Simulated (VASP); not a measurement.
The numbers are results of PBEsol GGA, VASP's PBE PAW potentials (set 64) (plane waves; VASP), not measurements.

VASP ran on this input.

INCAR:
```
! general
SYSTEM   =  AlN
PREC     =  Accurate
ENCUT    =  620
LREAL    =  F
LASPH    =  T

! electronic loop
EDIFF    =  1E-6
NELM     =  100
ALGO     =  Normal

! smearing
ISMEAR   =  0
SIGMA    =  0.05

! functional
GGA      =  PS

! ions
IBRION   =  2
NSW      =  40
ISIF     =  3
EDIFFG   =  -0.02
PSTRESS  =  300

! output
LWAVE    =  F
LCHARG   =  F
```

POSCAR:
```
AlN
1
    1.5027252917    -2.6027965418     0.0000000000
    1.5027252917     2.6027965418    -0.0000000000
    0.0000000000     0.0000000000     4.7480292886
Al N
2 2
Direct
  0.6666670000   0.3333330000   0.4979813591
  0.3333330000   0.6666670000   0.9979813591
  0.6666670000   0.3333330000   0.8840186409
  0.3333330000   0.6666670000   0.3840186409
```

File KPOINTS:
```
Automatic mesh
0
Gamma
  8 8 5
```

POTCAR, in this order: Al N (PBE.64 set). Program: vasp_std.

Output of the run:

File OSZICAR:
```
       N       E                     dE             d eps       ncg     rms          rms(c)
DAV:   1     0.642338936244E+02    0.64234E+02   -0.88909E+03   720   0.141E+03
DAV:   2    -0.314498900069E+02   -0.95684E+02   -0.85969E+02  1068   0.269E+02
DAV:   3    -0.358483388097E+02   -0.43984E+01   -0.43789E+01   944   0.610E+01
DAV:   4    -0.358829531676E+02   -0.34614E-01   -0.34608E-01   828   0.631E+00
DAV:   5    -0.358833876527E+02   -0.43449E-03   -0.43447E-03   916   0.705E-01    0.126E+01
DAV:   6    -0.310085836577E+02    0.48748E+01   -0.15335E+01   868   0.329E+01    0.458E+00
DAV:   7    -0.309485786414E+02    0.60005E-01   -0.73020E-01   812   0.750E+00    0.301E+00
DAV:   8    -0.309161500554E+02    0.32429E-01   -0.73296E-02   840   0.293E+00    0.405E-01
DAV:   9    -0.309120737122E+02    0.40763E-02   -0.15817E-02   912   0.990E-01    0.233E-01
DAV:  10    -0.309123382288E+02   -0.26452E-03   -0.10841E-03   856   0.288E-01    0.150E-01
DAV:  11    -0.309122596581E+02    0.78571E-04   -0.20884E-04   852   0.126E-01    0.237E-02
DAV:  12    -0.309122597701E+02   -0.11200E-06   -0.34244E-06   844   0.209E-02
   1 F= -.23957632E+02 E0= -.23957632E+02  d E =-.239576E+02
```

### OUTCAR
```
------------------------ aborting loop because EDIFF is reached ----------------------------------------
  FORCE on cell =-STRESS in cart. coord.  units (eV):
  Direction    XX          YY          ZZ          XY          YZ          ZX
  --------------------------------------------------------------------------------------
  Total        6.9509137      6.9509136      6.9211502      0.0000000     -0.0000000      0.0000000
  in kB      299.8397974    299.8397943    298.5558993      0.0000000     -0.0000000      0.0000000
  external PRESSURE =      -0.5881697 kB  Pullay stress =     300.0000000 kB
  volume of cell :       37.14
      direct lattice vectors                 reciprocal lattice vectors
     1.502725292 -2.602796542  0.000000000     0.332728811 -0.192101070  0.000000000
     1.502725292  2.602796542  0.000000000     0.332728811  0.192101070  0.000000000
     0.000000000  0.000000000  4.748029289     0.000000000  0.000000000  0.210613697
  FREE ENERGIE OF THE ION-ELECTRON SYSTEM (eV)
  ---------------------------------------------------
  free  energy   TOTEN  =       -30.9122597701 eV

  energy  without entropy=      -30.9122597701  energy(sigma->0) =      -30.91225977
  enthalpy is  TOTEN    =       -23.9576322592 eV   P V=        6.9546275109

 reached required accuracy - stopping structural energy minimisation
```
(Selected blocks of OUTCAR.)

The compound is AlN in the wurtzite structure. It was relaxed first under an external pressure of 30 GPa.
